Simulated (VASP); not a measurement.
Elastic constants (GPa) of a crystal from VASP 6.6.1 with PBEsol GGA, VASP's PBE PAW potentials (set 64):

```csv
,xx,yy,zz,yz,xz,xy
xx,584.1,63.6,125.5,0.0,0.0,0.0
yy,63.6,584.1,125.5,0.0,0.0,0.0
zz,125.5,125.5,460.3,0.0,0.0,0.0
yz,0.0,0.0,0.0,270.3,0.0,0.0
xz,0.0,0.0,0.0,0.0,270.3,0.0
xy,0.0,0.0,0.0,0.0,0.0,260.2
```

Finite-difference elastic constants of metals are sensitive to mesh and smearing; shear constants can be off by tens of GPa.

### Question
Work out the Voigt, Reuss and Hill moduli, Young's modulus and Poisson's ratio.

### Answer
All eigenvalues are positive (smallest 260.2 GPa), so the crystal is stable. K_V = (C11+C22+C33+2(C12+C13+C23))/9 = (1628.5 + 2×314.6)/9 = 250.9 GPa; G_V = (1628.5 − 314.6 + 3×800.8)/15 = 247.8 GPa. From the compliances, K_R = 250.1 GPa and G_R = 241.2 GPa. Hill: K = 250.5 GPa, G = 244.5 GPa, E = 9KG/(3K+G) = 553.4 GPa, ν = (3K−2G)/(2(3K+G)) = 0.132. K/G = 1.02, below Pugh's 1.75; universal anisotropy A^U = 0.14.

### Question
With a density of 6.19 g/cm³, what are the mean sound speeds?

### Answer
v_l = √((K+4G/3)/ρ) = 9.65 km/s and v_t = √(G/ρ) = 6.28 km/s. The crystal is ZrB2 (AlB2 type), hexagonal.

The compound is ZrB2 in the AlB2 type structure. It was relaxed first.
